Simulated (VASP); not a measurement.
# SnSe2: how numerical settings change the zone-centre modes

How far do the zone-centre frequencies of SnSe2 depend on the numerical settings? The starting structure is a measured crystal structure from the Crystallography Open Database.

Main program and level: VASP 6.6.1; Kohn-Sham DFT with plane waves and PAW; LDA.

### 1. The starting structure

Symmetry: P-3m1, No. 164, trigonal system. Conventional cell: a = 3.811 Å, b = 3.811 Å, c = 6.141 Å, α = 90.00°, β = 90.00°, γ = 120.00°. Nearest to Sn lie 6 Se at 2.68 Å. Nearest to Se lie 3 Sn at 2.68 Å. Farther neighbours and most contacts between anions are not listed.

As a file:

```xyz
3
Lattice="3.8108 0.0000 0.0000 -1.9054 3.3002 0.0000 0.0000 0.0000 6.1410" Properties=species:S:1:pos:R:3 pbc="T T T"
Sn    0.0000    0.0000    0.0000
Se    1.9054    1.1001    4.6107
Se    0.0000    2.2002    1.5303
```

### 2. Reference modes

The cell comes from a relaxation at this level, not shown (73.90 Å³).

File INCAR:

```
SYSTEM = SnSe2
PREC = Accurate
ENCUT = 450
EDIFF = 1E-08
NELM = 100
ISMEAR = 0
SIGMA = 0.03
LREAL = .FALSE.
ALGO = Normal
GGA = CA
NBANDS = 19
LORBIT = 11
LWAVE = .FALSE.
LCHARG = .FALSE.
KPAR = 2
IBRION = 8
LEPSILON = .TRUE.
ISIF = 2
```

File POSCAR:

```
SnSe2
1.0
    3.8071073613      0.0000000000      0.0000000000
   -1.9035536806      3.2970516898      0.0000000000
    0.0000000000      0.0000000000      5.8876560292
Sn Se
1 2
Direct
    0.0000000000      0.0000000000      0.0000000000
    0.6666666667      0.3333333333      0.7323637513
    0.3333333333      0.6666666667      0.2676362487
```

File KPOINTS:

```
Automatic mesh
0
Gamma
6 6 4
0 0 0
```

PAW data sets: Sn_d and Se (LDA family, release 64).

Command:

```bash
mpirun -np 2 vasp_std
```

The log of the run:

```text
[banner, memory and clock lines left out]
running    2 mpi-ranks, on    1 nodes
 distrk:  each k-point on    1 cores,    2 groups
 distr:  one band on    1 cores,    1 groups

 POSCAR found type information on POSCAR SnSe
 POSCAR found :  2 types and       3 ions
 LDA part: xc-table for (Slater(with rela. corr.)+CA(PZ))
 , standard interpolation
 POSCAR, INCAR and KPOINTS ok, starting setup
 FFT: planning ... GRIDC
 FFT: planning ... GRID_SOFT
 FFT: planning ... GRID
 WAVECAR not read
 entering main loop
       N       E                     dE             d eps       ncg     rms          rms(c)
DAV:   1     0.189027419965E+03    0.18903E+03   -0.11363E+04   938   0.142E+03
DAV:   2     0.710300763382E+01   -0.18192E+03   -0.17603E+03   996   0.367E+02
DAV:   3    -0.134153147853E+02   -0.20518E+02   -0.20136E+02  1183   0.112E+02
DAV:   4    -0.140556215483E+02   -0.64031E+00   -0.63935E+00  1075   0.205E+01
DAV:   5    -0.140707792282E+02   -0.15158E-01   -0.15156E-01  1198   0.334E+00    0.527E+00
DAV:   6    -0.138153908663E+02    0.25539E+00   -0.49694E-01  1332   0.750E+00    0.336E+00
DAV:   7    -0.137846185841E+02    0.30772E-01   -0.14129E-01  1047   0.234E+00    0.967E-01
DAV:   8    -0.137814491155E+02    0.31695E-02   -0.99076E-03  1168   0.970E-01    0.269E-01
DAV:   9    -0.137812116232E+02    0.23749E-03   -0.11263E-03  1029   0.241E-01    0.801E-02
DAV:  10    -0.137812097508E+02    0.18725E-05   -0.90537E-05  1064   0.632E-02    0.291E-02
DAV:  11    -0.137812116790E+02   -0.19283E-05   -0.10689E-05   979   0.197E-02    0.456E-03
DAV:  12    -0.137812114060E+02    0.27306E-06   -0.96264E-07  1182   0.660E-03    0.411E-03
DAV:  13    -0.137812114710E+02   -0.64993E-07   -0.26748E-07  1027   0.417E-03    0.147E-03
DAV:  14    -0.137812114591E+02    0.11846E-07   -0.42744E-08   984   0.126E-03    0.451E-04
DAV:  15    -0.137812114594E+02   -0.26603E-09   -0.39147E-09   504   0.447E-04
   1 F= -.13781211E+02 E0= -.13781211E+02  d E =-.192065E-12
 Linear response reoptimize wavefunctions to high precision
DAV:   1    -0.137812114595E+02   -0.65484E-10   -0.46140E-10   579   0.180E-04
 Linear response G [H, r] |phi>, progress :
  Direction:   1
       N       E                     dE             d eps       ncg     rms
RMM:   1    -0.482298394036E+02   -0.48230E+02    0.11509E+03  1134   0.309E+02
RMM:   2    -0.906684768112E+02   -0.42439E+02   -0.69681E+01  1781   0.437E+01
RMM:   3    -0.892459519590E+02    0.14225E+01   -0.14448E+00  1791   0.107E+01
RMM:   4    -0.892801219774E+02   -0.34170E-01   -0.17712E-01  1933   0.321E+00
RMM:   5    -0.892869533083E+02   -0.68313E-02   -0.24000E-02  1950   0.119E+00
RMM:   6    -0.892891190340E+02   -0.21657E-02   -0.13755E-02  1975   0.456E-01
RMM:   7    -0.892896500911E+02   -0.53106E-03   -0.91883E-03  2010   0.186E-01
RMM:   8    -0.892886781484E+02    0.97194E-03    0.15313E-02  2027   0.714E-02
RMM:   9    -0.892890005912E+02   -0.32244E-03   -0.25838E-03  2035   0.245E-02
RMM:  10    -0.892890076038E+02   -0.70126E-05   -0.18487E-03  1980   0.991E-03
RMM:  11    -0.892889448786E+02    0.62725E-04    0.73814E-04  1899   0.467E-03
RMM:  12    -0.892889716615E+02   -0.26783E-04    0.50418E-04  1607   0.220E-03
RMM:  13    -0.892889738107E+02   -0.21492E-05   -0.12279E-05  1398   0.144E-03
RMM:  14    -0.892889695384E+02    0.42724E-05    0.35823E-05  1245   0.111E-03
RMM:  15    -0.892889697913E+02   -0.25298E-06    0.14989E-05  1144   0.101E-03
RMM:  16    -0.892889697440E+02    0.47309E-07    0.16721E-05  1092   0.951E-04
RMM:  17    -0.892889697848E+02   -0.40756E-07   -0.29564E-05  1067   0.922E-04
RMM:  18    -0.892889697417E+02    0.43126E-07    0.16164E-05  1058   0.909E-04
RMM:  19    -0.892889697458E+02   -0.41210E-08   -0.25544E-05  1037   0.904E-04
 Linear response G [H, r] |phi>, progress :
  Direction:   2
       N       E                     dE             d eps       ncg     rms
RMM:   1    -0.546452487386E+02   -0.54645E+02    0.10861E+03  1144   0.306E+02
RMM:   2    -0.946383878169E+02   -0.39993E+02   -0.56867E+01  1778   0.435E+01
RMM:   3    -0.940361140878E+02    0.60227E+00    0.16002E+00  1788   0.108E+01
RMM:   4    -0.943871692262E+02   -0.35106E+00   -0.19866E-01  1948   0.297E+00
RMM:   5    -0.943873770651E+02   -0.20784E-03    0.10091E-02  1945   0.107E+00
RMM:   6    -0.943922561747E+02   -0.48791E-02   -0.11414E-02  2003   0.392E-01
RMM:   7    -0.943921931318E+02    0.63043E-04   -0.19373E-03  2007   0.161E-01
RMM:   8    -0.943921759810E+02    0.17151E-04   -0.22330E-03  2048   0.654E-02
RMM:   9    -0.943921927430E+02   -0.16762E-04   -0.94020E-04  2049   0.238E-02
RMM:  10    -0.943921732359E+02    0.19507E-04    0.77779E-04  2000   0.107E-02
RMM:  11    -0.943921917643E+02   -0.18528E-04    0.19768E-04  1828   0.529E-03
RMM:  12    -0.943921870839E+02    0.46804E-05    0.47636E-05  1548   0.288E-03
RMM:  13    -0.943921864530E+02    0.63090E-06    0.81286E-05  1355   0.183E-03
RMM:  14    -0.943921881064E+02   -0.16534E-05    0.13852E-05  1201   0.140E-03
RMM:  15    -0.943921869231E+02    0.11833E-05   -0.70608E-05  1141   0.129E-03
RMM:  16    -0.943921870395E+02   -0.11639E-06   -0.21789E-06  1076   0.123E-03
RMM:  17    -0.943921871111E+02   -0.71534E-07   -0.46533E-05  1048   0.120E-03
RMM:  18    -0.943921870166E+02    0.94493E-07    0.34341E-05  1003   0.119E-03
[...]
RMM:   2    -0.217539444635E+00   -0.55151E-02   -0.13437E-02  3186   0.900E-01    0.684E-02
RMM:   3    -0.217465501595E+00    0.73943E-04   -0.10231E-03  3434   0.226E-01    0.367E-02
RMM:   4    -0.217249036698E+00    0.21646E-03   -0.70781E-05  3545   0.661E-02    0.153E-02
RMM:   5    -0.217178657446E+00    0.70379E-04   -0.91100E-06  3521   0.226E-02    0.535E-03
RMM:   6    -0.217181963321E+00   -0.33059E-05   -0.74795E-07  3702   0.768E-03    0.189E-03
RMM:   7    -0.217187928230E+00   -0.59649E-05   -0.32710E-07  3699   0.261E-03    0.202E-04
RMM:   8    -0.217187405031E+00    0.52320E-06   -0.12708E-07  3650   0.106E-03    0.639E-05
RMM:   9    -0.217187515440E+00   -0.11041E-06   -0.40314E-07  3803   0.470E-04    0.281E-05
RMM:  10    -0.217187327527E+00    0.18791E-06    0.66313E-08  3875   0.226E-04    0.201E-05
RMM:  11    -0.217187406429E+00   -0.78902E-07    0.37918E-08  3798   0.123E-04    0.507E-06
RMM:  12    -0.217187357817E+00    0.48612E-07    0.33998E-08  3736   0.725E-05    0.127E-06
RMM:  13    -0.217187327018E+00    0.30798E-07    0.25690E-08  3690   0.470E-05    0.130E-06
RMM:  14    -0.217187296890E+00    0.30128E-07    0.94458E-09  3278   0.348E-05    0.356E-07
RMM:  15    -0.217187299700E+00   -0.28096E-08    0.52880E-09  2943   0.284E-05    0.322E-07
 first order change of Fermi-energy   0.97561E-05
 force on displaced ion       1 direction 1 :  -5.278   0.000   0.000
 Born effective charge ion    1 direction 1 :   5.248   0.000   0.000
 Linear response progress:
  Degree of freedom:   2/  4
       N       E                     dE             d eps       ncg     rms          rms(c)
RMM:   1    -0.226249679078E+00   -0.22625E+00    0.88850E-01  1195   0.137E+01
RMM:   2    -0.230676570427E+00   -0.44269E-02   -0.14720E-02  1623   0.895E-01    0.116E-01
RMM:   3    -0.229870010877E+00    0.80656E-03   -0.12970E-03  1707   0.245E-01    0.665E-02
RMM:   4    -0.229304327451E+00    0.56568E-03   -0.21192E-04  1752   0.927E-02    0.300E-02
RMM:   5    -0.229051810031E+00    0.25252E-03   -0.14097E-04  1750   0.501E-02    0.821E-03
RMM:   6    -0.229062709291E+00   -0.10899E-04   -0.43224E-05  1863   0.157E-02    0.191E-03
RMM:   7    -0.229082569716E+00   -0.19860E-04   -0.20278E-05  1812   0.589E-03    0.109E-03
RMM:   8    -0.229084261988E+00   -0.16923E-05   -0.13318E-05  1852   0.218E-03    0.279E-04
RMM:   9    -0.229085185493E+00   -0.92350E-06   -0.78410E-06  1894   0.808E-04    0.809E-05
RMM:  10    -0.229085051839E+00    0.13365E-06   -0.64390E-06  1940   0.300E-04    0.325E-05
RMM:  11    -0.229085256563E+00   -0.20472E-06   -0.14084E-06  1837   0.136E-04    0.941E-06
RMM:  12    -0.229085110861E+00    0.14570E-06   -0.88808E-07  1900   0.687E-05    0.472E-06
RMM:  13    -0.229085139113E+00   -0.28252E-07   -0.11557E-06  1935   0.457E-05    0.738E-07
RMM:  14    -0.229085128095E+00    0.11018E-07   -0.87922E-07  1841   0.351E-05    0.101E-06
RMM:  15    -0.229085117998E+00    0.10097E-07   -0.10317E-06  1444   0.316E-05    0.283E-07
RMM:  16    -0.229085153238E+00   -0.35240E-07   -0.11707E-06  1154   0.299E-05    0.908E-08
 first order change of Fermi-energy  -0.88497E-04
 force on displaced ion       1 direction 3 :  -0.000   0.000 -14.783
 Born effective charge ion    1 direction 3 :   0.000   0.000   2.515
 Linear response progress:
  Degree of freedom:   3/  4
       N       E                     dE             d eps       ncg     rms          rms(c)
RMM:   1    -0.806769849737E-01   -0.80677E-01    0.60020E-02  6554   0.144E+00
RMM:   2    -0.799852326311E-01    0.69175E-03   -0.19249E-03  4930   0.271E-01    0.826E-02
RMM:   3    -0.801701100840E-01   -0.18488E-03   -0.20543E-04  5532   0.806E-02    0.425E-02
RMM:   4    -0.804062305642E-01   -0.23612E-03   -0.59548E-05  5522   0.456E-02    0.668E-03
RMM:   5    -0.804130209637E-01   -0.67904E-05   -0.36687E-06  5703   0.103E-02    0.281E-03
RMM:   6    -0.804069824419E-01    0.60385E-05   -0.40435E-07  5742   0.269E-03    0.115E-03
RMM:   7    -0.804075729219E-01   -0.59048E-06    0.18189E-07  5975   0.845E-04    0.193E-04
RMM:   8    -0.804080936969E-01   -0.52078E-06    0.68494E-07  5687   0.298E-04    0.680E-05
RMM:   9    -0.804078428730E-01    0.25082E-06    0.37251E-07  6179   0.105E-04    0.789E-06
RMM:  10    -0.804078542820E-01   -0.11409E-07   -0.16605E-10  6086   0.447E-05    0.323E-06
RMM:  11    -0.804078252886E-01    0.28993E-07    0.32398E-08  6025   0.290E-05    0.142E-06
RMM:  12    -0.804078691785E-01   -0.43890E-07    0.31876E-08  4672   0.229E-05    0.256E-07
RMM:  13    -0.804078659973E-01    0.31811E-08    0.38691E-08  2656   0.215E-05    0.935E-08
 first order change of Fermi-energy  -0.17732E-04
 force on displaced ion       2 direction 1 :  -3.664  -0.002   0.000
 Born effective charge ion    2 direction 1 :  -2.930   0.000  -0.000
 Linear response progress:
  Degree of freedom:   4/  4
       N       E                     dE             d eps       ncg     rms          rms(c)
RMM:   1    -0.993604615201E-01   -0.99360E-01    0.65584E-02  1979   0.154E+00
RMM:   2    -0.972341513119E-01    0.21263E-02   -0.22185E-03  1620   0.259E-01    0.944E-02
RMM:   3    -0.971078919457E-01    0.12626E-03   -0.27279E-04  1732   0.817E-02    0.444E-02
RMM:   4    -0.971031440194E-01    0.47479E-05   -0.97400E-05  1766   0.397E-02    0.196E-02
RMM:   5    -0.971183570626E-01   -0.15213E-04   -0.49495E-05  1753   0.212E-02    0.558E-03
RMM:   6    -0.971140411668E-01    0.43159E-05   -0.35979E-06  1730   0.600E-03    0.101E-03
RMM:   7    -0.971146654360E-01   -0.62427E-06   -0.80561E-07  1787   0.147E-03    0.432E-04
RMM:   8    -0.971147255688E-01   -0.60133E-07   -0.49061E-08  1700   0.546E-04    0.874E-05
RMM:   9    -0.971145757632E-01    0.14981E-06    0.37778E-07  1783   0.186E-04    0.267E-05
RMM:  10    -0.971145429324E-01    0.32831E-07    0.44091E-08  1946   0.746E-05    0.798E-06
RMM:  11    -0.971145266359E-01    0.16297E-07    0.14768E-07  1897   0.331E-05    0.341E-06
RMM:  12    -0.971145367051E-01   -0.10069E-07    0.24906E-07  1814   0.240E-05    0.552E-07
RMM:  13    -0.971145293767E-01    0.73284E-08    0.26939E-07  1441   0.207E-05    0.268E-07
RMM:  14    -0.971145178408E-01    0.11536E-07    0.26561E-07   845   0.195E-05    0.548E-08
 first order change of Fermi-energy  -0.88950E+00
 force on displaced ion       2 direction 3 :   0.000  -0.000  -8.482
 Born effective charge ion    2 direction 3 :   0.000  -0.000  -1.313
 Born effective charges drift removed
 Linear response finished
```

The job ended after 3.6 min (2 MPI ranks of Intel Xeon 6975P-C (Granite Rapids), shared host; peak memory 0.71 GiB; 7.2 min of CPU time).

Lines that name or quote the potential files are left out of all logs, and their timing lines are given in words.

(Part 1 of 3 ends here.)

[Lines on the potential files, build, host, timing and source positions are cut from VASP's logs without a mark.]

[Logs are printed without paths, hosts, clocks, repeated set-up lines and the standing remarks that a program may print on its own settings, such as how far it seeks lower states.]

[Hosts, paths, dates, database ids (printed as entryN), source tags and the programs' standing remarks are cut or masked in the printed files.]
